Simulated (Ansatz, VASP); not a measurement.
# Be2Ge: VASP beside Ansatz, part 2 of 2

Wanted: the spread between two codes on one cell, functional and k mesh. The cell is generated by rule, not measured, and may not be a known phase. The cell is taken from a series of runs on this material, whose earlier steps may have relaxed, scaled, displaced or heated it; both programs get it as it stands.

VASP 6.6.1 and Ansatz 0.2.0.

So far: The structure; VASP: zone-centre phonons, PBEsol.

### 2. VASP: zone-centre phonons, PBEsol (continued)

Level of this step: PBEsol; plane waves and PAW (Ge_d, Be); invented cell (VASP).

Numbers of over 12 decimals in the logs are rounded to 6 here.

OUTCAR, selected parts (step 2):

```text
ion  position               nearest neighbor table
   1  0.531  0.531  0.500-   4 2.31   6 2.31   3 2.31   5 2.31   3 2.32   4 2.32   5 2.32   6 2.32

  LATTYP: Found a base centered orthorhombic cell.
 ALAT       =     5.3445006500
 B/A-ratio  =     1.0163261069
 C/A-ratio  =     0.9718836365

 Subroutine GETGRP returns: Found  8 space group operations
 (whereof  4 operations were pure point group operations)

The static configuration has the point symmetry C_2v.
 The point group associated with its full space group is D_2h.

 Found     84 irreducible k-points:

   k-points           NKPTS =     84   k-points in BZ     NKDIM =     84   number of bands    NBANDS=     24

   dimension x,y,z NGX =    30 NGY =   30 NGZ =   42
   dimension x,y,z NGXF=    60 NGYF=   60 NGZF=   84

   ENCUT  =  600.0 eV  44.10 Ry    6.64 a.u.   7.61  7.61 10.37*2*pi/ulx,y,z

   NELECT =      36.0000    total number of electrons

 k-points in reciprocal lattice and weights: Automatic mesh
   0.00000000  0.00000000  0.00000000       0.003
   0.12500000  0.00000000  0.00000000       0.010
   0.25000000  0.00000000  0.00000000       0.010
   0.37500000 -0.00000000  0.00000000       0.010
   0.50000000  0.00000000  0.00000000       0.005
   0.12500000  0.12500000  0.00000000       0.005
   0.25000000  0.12500000  0.00000000       0.010
   0.37500000  0.12500000  0.00000000       0.010
   0.50000000  0.12500000  0.00000000       0.010
[...]
-----------------------------------------------------------------------------------
    total drift:                               -0.000000     -0.000000      0.000000

 Eigenvectors and eigenvalues of the dynamical matrix
 ----------------------------------------------------

   1 f  =   16.047317 THz   100.828263 2PiTHz  535.280862 cm-1    66.366339 meV
             X         Y         Z           dx          dy          dz
      2.597116  0.000000 -2.837008     0.000000    0.000000   -0.095369
      0.000000  0.000000 -5.179743     0.000000   -0.000000   -0.095369
      3.895675  1.190547 -1.336125     0.476610    0.000000    0.135260
      1.298558 -1.190547 -1.336125    -0.476610   -0.000000    0.135260
      1.298558  1.190547 -1.336125    -0.476610   -0.000000    0.135260
      3.895675 -1.190547 -1.336125     0.476610   -0.000000    0.135260

   2 f  =   14.085490 THz    88.501744 2PiTHz  469.841372 cm-1    58.252880 meV
             X         Y         Z           dx          dy          dz
      2.597116  0.000000 -2.837008     0.000000    0.000000   -0.254746
      0.000000  0.000000 -5.179743     0.000000   -0.000000    0.254746
      3.895675  1.190547 -1.336125    -0.000000    0.466425   -0.000000
      1.298558 -1.190547 -1.336125     0.000000   -0.466425   -0.000000
      1.298558  1.190547 -1.336125    -0.000000    0.466425    0.000000
      3.895675 -1.190547 -1.336125     0.000000   -0.466425   -0.000000

   3 f  =   12.998302 THz    81.670742 2PiTHz  433.576696 cm-1    53.756635 meV
             X         Y         Z           dx          dy          dz
      2.597116  0.000000 -2.837008    -0.118418    0.000000    0.000000
      0.000000  0.000000 -5.179743     0.118418   -0.000000   -0.000000
      3.895675  1.190547 -1.336125    -0.000000   -0.492939   -0.000000
      1.298558 -1.190547 -1.336125     0.000000   -0.492939   -0.000000
      1.298558  1.190547 -1.336125    -0.000000    0.492939    0.000000
      3.895675 -1.190547 -1.336125     0.000000    0.492939    0.000000

   4 f  =   12.607309 THz    79.214057 2PiTHz  420.534555 cm-1    52.139616 meV
             X         Y         Z           dx          dy          dz
      2.597116  0.000000 -2.837008     0.000000    0.000000    0.000000
      0.000000  0.000000 -5.179743     0.000000   -0.000000   -0.000000
      3.895675  1.190547 -1.336125    -0.454920    0.000000   -0.207479
      1.298558 -1.190547 -1.336125     0.454920    0.000000   -0.207479
      1.298558  1.190547 -1.336125    -0.454920   -0.000000    0.207479
      3.895675 -1.190547 -1.336125     0.454920   -0.000000    0.207479

   5 f  =   12.277161 THz    77.139677 2PiTHz  409.522008 cm-1    50.774235 meV
             X         Y         Z           dx          dy          dz
      2.597116  0.000000 -2.837008    -0.000000   -0.317805   -0.000000
      0.000000  0.000000 -5.179743    -0.000000    0.317805   -0.000000
      3.895675  1.190547 -1.336125    -0.275355   -0.000000    0.351681
      1.298558 -1.190547 -1.336125    -0.275355   -0.000000   -0.351681
      1.298558  1.190547 -1.336125     0.275355   -0.000000    0.351681
      3.895675 -1.190547 -1.336125     0.275355   -0.000000   -0.351681

   6 f  =   12.073862 THz    75.862313 2PiTHz  402.740691 cm-1    49.933459 meV
             X         Y         Z           dx          dy          dz
      2.597116  0.000000 -2.837008    -0.272295    0.000000    0.000000
      0.000000  0.000000 -5.179743    -0.272295   -0.000000    0.000000
      3.895675  1.190547 -1.336125     0.385732   -0.000000    0.253255
      1.298558 -1.190547 -1.336125     0.385732   -0.000000   -0.253255
      1.298558  1.190547 -1.336125     0.385732   -0.000000   -0.253255
      3.895675 -1.190547 -1.336125     0.385732   -0.000000    0.253255

   7 f  =   11.988084 THz    75.323355 2PiTHz  399.879448 cm-1    49.578710 meV
             X         Y         Z           dx          dy          dz
      2.597116  0.000000 -2.837008     0.000000    0.169942   -0.000000
      0.000000  0.000000 -5.179743     0.000000   -0.169942   -0.000000
      3.895675  1.190547 -1.336125    -0.416441   -0.000000   -0.249273
      1.298558 -1.190547 -1.336125    -0.416441   -0.000000    0.249273
      1.298558  1.190547 -1.336125     0.416441   -0.000000   -0.249273
      3.895675 -1.190547 -1.336125     0.416441   -0.000000    0.249273

   8 f  =   11.732215 THz    73.715683 2PiTHz  391.344578 cm-1    48.520522 meV
             X         Y         Z           dx          dy          dz
      2.597116  0.000000 -2.837008     0.000000    0.315350   -0.000000
      0.000000  0.000000 -5.179743     0.000000    0.315350   -0.000000
      3.895675  1.190547 -1.336125     0.000000   -0.447523   -0.000000
      1.298558 -1.190547 -1.336125     0.000000   -0.447523    0.000000
      1.298558  1.190547 -1.336125    -0.000000   -0.447523    0.000000
      3.895675 -1.190547 -1.336125    -0.000000   -0.447523   -0.000000

   9 f  =   11.127070 THz    69.913442 2PiTHz  371.159099 cm-1    46.017843 meV
             X         Y         Z           dx          dy          dz
      2.597116  0.000000 -2.837008    -0.000000   -0.000000   -0.300435
      0.000000  0.000000 -5.179743    -0.000000   -0.000000   -0.300435
      3.895675  1.190547 -1.336125    -0.151138    0.000000    0.426646
      1.298558 -1.190547 -1.336125     0.151138   -0.000000    0.426646
      1.298558  1.190547 -1.336125     0.151138    0.000000    0.426646
      3.895675 -1.190547 -1.336125    -0.151138    0.000000    0.426646

  10 f  =   10.760785 THz    67.612006 2PiTHz  358.941151 cm-1    44.503011 meV
             X         Y         Z           dx          dy          dz
      2.597116  0.000000 -2.837008     0.000000   -0.000000   -0.000000
      0.000000  0.000000 -5.179743     0.000000    0.000000    0.000000
      3.895675  1.190547 -1.336125    -0.000000    0.500000    0.000000
      1.298558 -1.190547 -1.336125     0.000000   -0.500000    0.000000
      1.298558  1.190547 -1.336125    -0.000000   -0.500000   -0.000000
      3.895675 -1.190547 -1.336125     0.000000    0.500000   -0.000000

  11 f  =   10.598090 THz    66.589765 2PiTHz  353.514241 cm-1    43.830160 meV
             X         Y         Z           dx          dy          dz
      2.597116  0.000000 -2.837008     0.160056    0.000000   -0.000000
      0.000000  0.000000 -5.179743     0.160056   -0.000000   -0.000000
      3.895675  1.190547 -1.336125    -0.226560   -0.000000    0.431117
      1.298558 -1.190547 -1.336125    -0.226560    0.000000   -0.431117
      1.298558  1.190547 -1.336125    -0.226560    0.000000   -0.431117
      3.895675 -1.190547 -1.336125    -0.226560   -0.000000    0.431117

  12 f  =   10.578422 THz    66.466185 2PiTHz  352.858175 cm-1    43.748818 meV
             X         Y         Z           dx          dy          dz
      2.597116  0.000000 -2.837008    -0.000000   -0.000000    0.000000
      0.000000  0.000000 -5.179743    -0.000000   -0.000000    0.000000
      3.895675  1.190547 -1.336125    -0.207479   -0.000000    0.454920
      1.298558 -1.190547 -1.336125     0.207479    0.000000    0.454920
      1.298558  1.190547 -1.336125    -0.207479    0.000000   -0.454920
      3.895675 -1.190547 -1.336125     0.207479   -0.000000   -0.454920

  13 f  =    5.878554 THz    36.936047 2PiTHz  196.087468 cm-1    24.311737 meV
             X         Y         Z           dx          dy          dz
      2.597116  0.000000 -2.837008    -0.697121    0.000000   -0.000000
      0.000000  0.000000 -5.179743     0.697121    0.000000   -0.000000
      3.895675  1.190547 -1.336125     0.000000    0.083734   -0.000000
      1.298558 -1.190547 -1.336125     0.000000    0.083734   -0.000000
      1.298558  1.190547 -1.336125     0.000000   -0.083734   -0.000000
      3.895675 -1.190547 -1.336125     0.000000   -0.083734   -0.000000
    [... 43 further lines ...]
      1.298558  1.190547 -1.336125    -0.027513    0.000000   -0.253344
      3.895675 -1.190547 -1.336125    -0.027513    0.000000    0.253344

 ELASTIC MODULI CONTR FROM IONIC RELAXATION (kBar)
 Direction    XX          YY          ZZ          XY          YZ          ZX
 --------------------------------------------------------------------------------
 XX        -190.8728    150.0237    -73.4628     -0.0000      0.0000      0.0000
 YY         150.0237   -118.3885     60.8918      0.0000     -0.0000     -0.0000
 ZZ         -73.4628     60.8918    -49.3251     -0.0000      0.0000      0.0000
 XY          -0.0000      0.0000     -0.0000   -149.8357      0.0000     -0.0000
 YZ           0.0000     -0.0000      0.0000      0.0000   -191.5438      0.0000
 ZX           0.0000     -0.0000      0.0000     -0.0000      0.0000   -102.6972
 --------------------------------------------------------------------------------
```

### 3. Ansatz: zone-centre phonons, PBEsol

Ansatz runs on its default PAW (the set named soft_2) files.

The same cell, functional, mesh and smearing now go to Ansatz, which takes its cutoff from its data sets.

input.yaml reads:

```yaml
crystal:
  lattice:
    - [0.0, -2.7158777694, -2.672250325]
    - [0.0, 2.7158777694, -2.672250325]
    - [5.1942327268, 0.0, 0.0]
  atoms:
    - { symbol: Ge, position: [0.5308275751, 0.5308275751, 0.5] }
    - { symbol: Ge, position: [-0.0308275751, -0.0308275751, 0.0] }
    - { symbol: Be, position: [0.0308172686, 0.4691827314, 0.75] }
    - { symbol: Be, position: [0.4691827314, 0.0308172686, 0.25] }
    - { symbol: Be, position: [0.0308172686, 0.4691827314, 0.25] }
    - { symbol: Be, position: [0.4691827314, 0.0308172686, 0.75] }
kpoints:
  mp_grid: { grid: [8, 8, 6] }
hamiltonian:
  xc: pbesol
scf:
  occupations: { method: methfessel_paxton, width: 0.15 }
output:
  eigenvalues: true
phonons:
  method: dfpt
```

Launch:

```bash
> ansatz run input.yaml --threads 4 --pin off --max-ram 7168MiB --backend cpu --events-out ev --progress --plain --runs-dir out
```

Log:

```text
Engine: ansatz 0.2.0, x86_64-unknown-linux-gnu
Pseudopotentials: kind: paw
Pseudopotential: Ge, paw, valence charge 14, recommended cutoff 420 eV (normal), Ge.paw.azcp
Pseudopotential: Be, paw, valence charge 2, recommended cutoff 420 eV (normal), Be.paw.azcp
Functional definition: PBEsol
  exchange = pbesol_x
  correlation = pbesol_c
Crystal: 6 atoms, lattice volume = 75.394 Å³
Basis set: ecut = 420 eV, 1489 PW (Γ), exchange–correlation on 60×60×72 points (8 copies of the dense FFT grid, shifted against one another)
Bands: 24, of which v1, the nominal top of the filled ones, is band 18 counted from 1 (17 counted from 0)
Symmetry: 8 space group operations
k-points: 196 of 384 (irreducible under 1 space group operation, time reversal used)
Non-local potential: Ge, projectors of the file, l = 0: 2, l = 1: 2, l = 2: 3, l = 3: 1
Non-local potential: Be, projectors of the file, l = 0: 2, l = 1: 2, l = 2: 1
PAW form: soft (Blöchl's): semilocal exchange-correlation on the pseudo side does not see the compensation charge
PAW frozen core: Ge, regenerated for the run's functional, and the local potential with it (the file was generated under x = pbe(κ = 0.804, μ = 0.219515), c = pbe(β = 0.066725))
PAW frozen core: Be, regenerated for the run's functional, and the local potential with it (the file was generated under x = pbe(κ = 0.804, μ = 0.219515), c = pbe(β = 0.066725))
PAW one-centre angular grid: Ge, 590 points (default); XC on 64 Gauss nodes
PAW one-centre angular grid: Be, 110 points (default); XC on 64 Gauss nodes
Initial density: superposition of atomic densities (neutral atoms: chi_scale 0, normalization atom), corrected by the library's trained network
Initial wavefunctions: pseudopotential atomic-orbital guess
Functional: x = pbesol(κ = 0.804, μ = 0.123457), c = pbesol(β = 0.046)
SCF iter   1: F=—  HF=-8867.111183 eV  |F-HF|=—  |Δ(HF+E_count)|=         —  Δρ=2.56e-3  dr2=6.60e-3  ethr=1.77e-3  ⟨swp⟩=6.2  Hψ=22068  notcnv=0
preconditioner: auto → Kerker (q_TF=auto, 2.412 Å⁻¹)  [metal: Δε(μ)=0.056 eV  Ē_g=19.086 eV  σ=0.150 eV  W_gap=0.31  n_scr=18 (ndim 8)  ℏωp=25.7 eV  f_vac=0.000  D(μ)=0.40/eV (n_scr^D=0)]
SCF iter   2: F=—  HF=-8867.108986 eV  |F-HF|=—  |Δ(HF+E_count)|=   2.20e-3  S|Δr|=    0.00e0  Δρ=2.00e-3  dr2=3.38e-3  ethr=1.83e-5  ⟨swp⟩=1.6  Hψ=6825  notcnv=0
SCF iter   3: F=—  HF=-8867.109524 eV  |F-HF|=—  |Δ(HF+E_count)|=   5.39e-4  S|Δr|=    0.00e0  Δρ=1.25e-3  dr2=1.02e-3  ethr=9.39e-6  ⟨swp⟩=2.0  Hψ=6978  notcnv=0
SCF iter   4: F=—  HF=-8867.108801 eV  |F-HF|=—  |Δ(HF+E_count)|=   7.23e-4  S|Δr|=    0.00e0  Δρ=6.67e-4  dr2=2.76e-4  ethr=2.83e-6  ⟨swp⟩=2.0  Hψ=6402  notcnv=0
SCF iter   5: F=—  HF=-8867.108719 eV  |F-HF|=—  |Δ(HF+E_count)|=   8.27e-5  S|Δr|=    0.00e0  Δρ=1.70e-4  dr2=1.55e-5  ethr=7.67e-7  ⟨swp⟩=2.8  Hψ=7867  notcnv=0
SCF iter   6: F=—  HF=-8867.108723 eV  |F-HF|=—  |Δ(HF+E_count)|=   4.90e-6  S|Δr|=    0.00e0  Δρ=2.15e-5  dr2=1.95e-7  ethr=4.31e-8  ⟨swp⟩=3.0  Hψ=8397  notcnv=0
SCF iter   7: F=—  HF=-8867.108724 eV  |F-HF|=—  |Δ(HF+E_count)|=   9.87e-8  S|Δr|=    0.00e0  Δρ=6.62e-6  dr2=2.31e-8  ethr=5.41e-10  ⟨swp⟩=2.7  Hψ=8126  notcnv=0
SCF iter   8: F=—  HF=-8867.108724 eV  |F-HF|=—  |Δ(HF+E_count)|=   2.73e-9  S|Δr|=    0.00e0  Δρ=2.92e-6  dr2=3.97e-9  ethr=6.42e-11  ⟨swp⟩=3.0  Hψ=8328  notcnv=0
SCF iter   9: F=—  HF=-8867.108724 eV  |F-HF|=—  |Δ(HF+E_count)|=   2.46e-9  S|Δr|=    0.00e0  Δρ=7.59e-7  dr2=2.86e-10  ethr=1.10e-11  ⟨swp⟩=2.0  Hψ=7453  notcnv=0
SCF iter  10: F=-8867.108724 eV  HF=-8867.108724 eV  |F-HF|=3.64e-12  |Δ(HF+E_count)|=  1.93e-10  S|Δr|=    0.00e0  Δρ=2.77e-8  dr2=6.26e-13  ethr=1.00e-12  ⟨swp⟩=7.3  Hψ=25954  notcnv=0
SCF 1 converged in 10 iterations: F = -8867.108724 eV  dr2 = 6.26e-13
  greatest PAW one-centre occupation: 0.998 electrons in one spin orbital (limit 2), on the Ge atom at site 1 (counted from 0), in its partial waves of l = 2
DFPT response loops at Γ: preconditioner auto → Kerker (q_TF=auto, 2.412 Å⁻¹) (partly filled bands, converged f_vac=0.000); β = 1.00, the filter's whole step (`scf.mixing.beta` (0.50) is not read by the response loops under this deck's `scf.mixing.preconditioner`; to damp them name `kerker` or `kerker_dos`, under which they read `scf.mixing.beta`, and type it under 1.00, their step now; both keys bind the ground state too); Broyden in place of MSR1
SCF converged after 10 iterations
Stability not checked: this state was not tested for a lower state beside it, because cold or Methfessel-Paxton smearing, or corrected tetrahedra, fill the levels in a way that the test cannot read (fill_not_monotonic; see scf.lower_state_search)
Free energy (F): -8867.108724 eV
Harris-Foulkes:  -8867.108724 eV  (|F-HF|=3.64e-12)
Internal energy: -8867.109194 eV  (E = F + TS)
E sigma→0 (E₀):  -8867.108841 eV
Entropy (-TS):   0.000470 eV (0.078 meV/atom)
Fermi energy:    9.153273 eV
Step filling:    the computed levels leave a gap of 0.0000 eV = 0.0 smearing widths at the electron count; against every level under it full and every level over it empty, smearing changes F+E_penalty+E_count by +0.172 meV and its σ→0 estimate by +0.055 meV
--- Per-component energies (eV) ---
  E_band       = -256.323337
  E_kinetic    = 303.926214
  E_local      = -5062.370814  (includes V_loc(G=0)·N_el)
  E_nonlocal   = 860.258745
  E_hartree    = 2245.566754
  E_xc         = -228.111872
  E_vxc        = -212.527383  (∫ρ·V_xc dr)
  E_paw        = -4189.194150  (= ΣΔE_a)
  E_vpaw       = -636.744164  (= ΣTr[D̂ρ^β])
  E_aug_tail   = 0.000553  (compensation charges beyond the density's cutoff)
  E_ewald      = -2799.058621
  E_core_change = 1.873998  (= ΣΔE_core)
  E_smearing   = 0.000470  (= −TS)
  E_closure    = -0.000000  (closes the sum)
  Σ components = -8867.108724   (vs F -8867.108724, Δ=0.00e0)
--- Band table (eV; the first three rows and the last of 196) ---
  k-point 0: bands = [... 14 lower, 4.9853, 8.3440, 8.6814, 9.8658, 9.9266, 9.9751, 10.0200, 10.1896, ... 2 higher]
  k-point 1: bands = [... 14 lower, 5.1317, 8.0958, 8.3798, 9.0254, 9.2319, 9.2876, 9.7680, 11.5202, ... 2 higher]
  k-point 2: bands = [... 14 lower, 5.5666, 7.1774, 7.2038, 7.8818, 9.0699, 9.5296, 9.6546, 12.4303, ... 2 higher]
  k-point 195: bands = [... 14 lower, 3.3791, 3.3791, 3.9792, 3.9792, 13.0168, 13.0168, 13.0211, 13.0211, ... 2 higher]
--- Phonons (Γ-DFPT): 6 representative perturbations + reference, on 196 of 384 k-points (Σ response iterations 19) ---
  k mesh reduced under 1 symmetry operation, with k and −k counted as one. Each operation leaves every solved perturbation unchanged. A smaller set is not used because it would not reduce the number of displacements times k-points to solve
  ASR residual: 2.721e-5 → 0.000e0 eV/Å²; symmetrization residual: 2.690e-6 eV/Å²
  ASR residual per site (eV/Å²): 9.33e-6 9.33e-6 2.72e-5 2.72e-5 2.72e-5 2.72e-5
  Γ frequencies (cm⁻¹): -37.00 0.00 0.00 0.00 113.95 194.77 351.89 353.11 358.45 369.72 389.90 398.12 401.95 407.84 420.00 431.47 467.42 532.36
  non-analytic LO–TO correction: not included (Born effective charges unavailable; polar crystals: no LO–TO splitting at Γ)
```

The column dr2 measures how far the density is from self-consistency, as an energy; F and HF (Harris–Foulkes) agree once it is small.

### 4. Comparison

Known differences besides the potentials themselves: the cutoff is 420 eV in Ansatz and 600 eV in VASP; Ansatz makes its cores anew for this functional, VASP keeps those of its PBE data sets. Total energies have different zeros and are not compared.

Both answers:

| quantity | Ansatz | VASP | difference |
| --- | --- | --- | --- |
| optical mode 1 (imaginary, printed as negative) (cm⁻¹) | -37.0 | -35.6 | -1.4 |
| optical mode 2 (cm⁻¹) | 114.0 | 114.4 | -0.42 % |
| optical mode 3 (cm⁻¹) | 194.8 | 196.1 | -0.67 % |
| optical mode 4 (cm⁻¹) | 351.9 | 352.9 | -0.27 % |
| optical mode 5 (cm⁻¹) | 353.1 | 353.5 | -0.11 % |
| optical mode 6 (cm⁻¹) | 358.4 | 358.9 | -0.14 % |
| optical mode 7 (cm⁻¹) | 369.7 | 371.2 | -0.39 % |
| optical mode 8 (cm⁻¹) | 389.9 | 391.3 | -0.37 % |
| optical mode 9 (cm⁻¹) | 398.1 | 399.9 | -0.44 % |
| optical mode 10 (cm⁻¹) | 401.9 | 402.7 | -0.20 % |
| optical mode 11 (cm⁻¹) | 407.8 | 409.5 | -0.41 % |
| optical mode 12 (cm⁻¹) | 420.0 | 420.5 | -0.13 % |
| optical mode 13 (cm⁻¹) | 431.5 | 433.6 | -0.49 % |
| optical mode 14 (cm⁻¹) | 467.4 | 469.8 | -0.52 % |
| optical mode 15 (cm⁻¹) | 532.4 | 535.3 | -0.55 % |

Modes are paired by rising frequency, not by their patterns, so a pair may set unlike modes beside each other; they are those without the splitting of longitudinal modes.

### 5. What came out

```json
{"r.m.s. difference of the optical zone-centre modes, each program's sorted by frequency (zone-centre phonons, PBEsol)": "1.5 cm⁻¹", "difference in optical mode 3 (zone-centre phonons, PBEsol)": "-0.7 %"}
```

The r.m.s. difference of the optical zone-centre modes, each program's sorted by frequency is 1.5 cm⁻¹ (zone-centre phonons, PBEsol). Among the rows given in per cent, the largest difference of the zone-centre phonons, PBEsol pair is in optical mode 3, -0.7 %. Such differences can come from data sets, numerical settings and the points named under the comparisons, not from the functional's error against experiment.

[Lines on the potential files, build, host, timing and source positions are cut from VASP's logs without a mark.]

[Logs are printed without paths, hosts, clocks, repeated set-up lines and the standing remarks that a program may print on its own settings, such as how far it seeks lower states.]

[Hosts, paths, dates, database ids (printed as entryN), source tags and the programs' standing remarks are cut or masked in the printed files.]
